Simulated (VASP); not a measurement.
Here is a VASP 6.6.1 calculation.

The input INCAR:

```
PREC = Accurate
ENCUT = 520
EDIFF = 1E-6
ISMEAR = 1
SIGMA = 0.2
LREAL = F
LASPH = T
NELM = 80
ALGO = Normal
ISIF = 2
LWAVE = F
LCHARG = T
LMAXMIX = 4
LDAU = T
LDAUTYPE = 2
LDAUL = -1 2
LDAUU = 0 4
LDAUJ = 0 0
LDAUPRINT = 1
GGA = MK
LUSE_VDW = T
AGGAC = 0.0
PARAM1 = 0.1234
PARAM2 = 0.711357
ZAB_VDW = -1.8867
LELF = T
LVHAR = T
```

File KPOINTS:

```
regular mesh
0
Gamma
  7 7 7
```

File POSCAR:

```
CdRh3
1.0
    0.0000000000      3.1228850000      3.1228850000
    3.1228850000      0.0000000000      3.1228850000
    3.1228850000      3.1228850000      0.0000000000
Cd Rh
1 3
Direct
    0.0000000000      0.0000000000      0.0000000000
    0.2500000000      0.2500000000      0.2500000000
    0.7500000000      0.7500000000      0.7500000000
    0.5000000000      0.5000000000      0.5000000000
```

Potentials or basis: VASP PAW PBE potentials, release 64 (Cd, Rh_pv).

The run is started by

```sh
$ cat potpaw_PBE.64/Cd/POTCAR potpaw_PBE.64/Rh_pv/POTCAR > POTCAR
$ mpirun -np 1 vasp_std > vasp.out
```

Task: Estimate the pressure.

Result: -3.2 GPa.

Task: What does it give for the band gap on the k mesh?

Result: None (metal or under the smearing width).

Eigenvalues of the final occupation matrices:
| site | spin | trace | eigenvalues |
| --- | --- | --- | --- |
| site 2 d | 1 | 3.71 | 0.73 0.73 0.73 0.76 0.76 |
| site 2 d | 2 | 3.71 | 0.73 0.73 0.73 0.76 0.76 |
| site 3 d | 1 | 3.71 | 0.73 0.73 0.73 0.76 0.76 |
| site 3 d | 2 | 3.71 | 0.73 0.73 0.73 0.76 0.76 |
| site 4 d | 1 | 3.64 | 0.62 0.62 0.62 0.89 0.89 |
| site 4 d | 2 | 3.64 | 0.62 0.62 0.62 0.89 0.89 |

Caveat: the PAW data sets were made with another functional, which shifts forces and pressure a little; U without spin polarisation on a metal has little footing; the U is typed as a test and isn't derived for this compound.
